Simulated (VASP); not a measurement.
An input for Quantum ESPRESSO's pw.x (written as the equivalent of a VASP run, and not itself run):

```
&CONTROL
  calculation = 'scf'
  pseudo_dir = './pseudo'
  outdir = './out'
  tprnfor = .true.
  tstress = .true.
/
&SYSTEM
  ibrav = 0
  nat = 6
  ntyp = 2
  ecutwfc = 82
  occupations = 'smearing'
  smearing = 'gaussian'
  degauss = 0.01999
  input_dft = 'pbe'
/
&ELECTRONS
  conv_thr = 7.3e-08
  electron_maxstep = 100
/
ATOMIC_SPECIES
  Si 28.085 Si.upf
  Nb 92.906 Nb.upf
CELL_PARAMETERS angstrom
     4.2352250    0.0000000    0.0000000
    -2.1176120    3.6678120    0.0000000
     0.0000000    0.0000000    5.1893130
ATOMIC_POSITIONS crystal
  Si   0.3333330  0.6666670  0.2500000
  Si   0.6666670  0.3333330  0.7500000
  Nb   0.0000000  0.0000000  0.0000000
  Nb   0.0000000  0.0000000  0.5000000
  Nb   0.3333330  0.6666670  0.7500000
  Nb   0.6666670  0.3333330  0.2500000
K_POINTS automatic
  6 6 5 0 0 0
```

Task: Write the VASP files for the same calculation (PBE).

Result: This is not unique; one that fits is 
**INCAR**
```
SYSTEM = Nb2Si
PREC = Accurate
ENCUT = 300
EDIFF = 1E-6
NELM = 100
ALGO = Normal
LREAL = .FALSE.
LASPH = .TRUE.
ISMEAR = 0
SIGMA = 0.272
GGA = PE
LMAXMIX = 4
LWAVE = .FALSE.
LCHARG = .FALSE.
ISIF = 2
```

**POSCAR**
```
Nb2Si
1
    4.2352250000     0.0000000000     0.0000000000
   -2.1176120000     3.6678120000     0.0000000000
    0.0000000000     0.0000000000     5.1893130000
Si Nb
2 4
Direct
  0.3333330000   0.6666670000   0.2500000000
  0.6666670000   0.3333330000   0.7500000000
  0.0000000000   0.0000000000   0.0000000000
  0.0000000000   0.0000000000   0.5000000000
  0.3333330000   0.6666670000   0.7500000000
  0.6666670000   0.3333330000   0.2500000000
```

### KPOINTS
```
K-points
0
G
  6 6 5
```

POTCAR, in this order: Si Nb_sv (PBE.64 set). Program: vasp_std.

Limits of the translation: the potentials are each code's own (VASP's PAW set, PseudoDojo norm-conserving files in pw.x), so ENCUT and ecutwfc are chosen apart and not converted; conv_thr bounds pw.x's estimated SCF error, while EDIFF bounds the energy change between steps.

The structure was generated: Nb2Si was put into an ordered model structure, which need not be its known phase. The cell was not relaxed at this level.
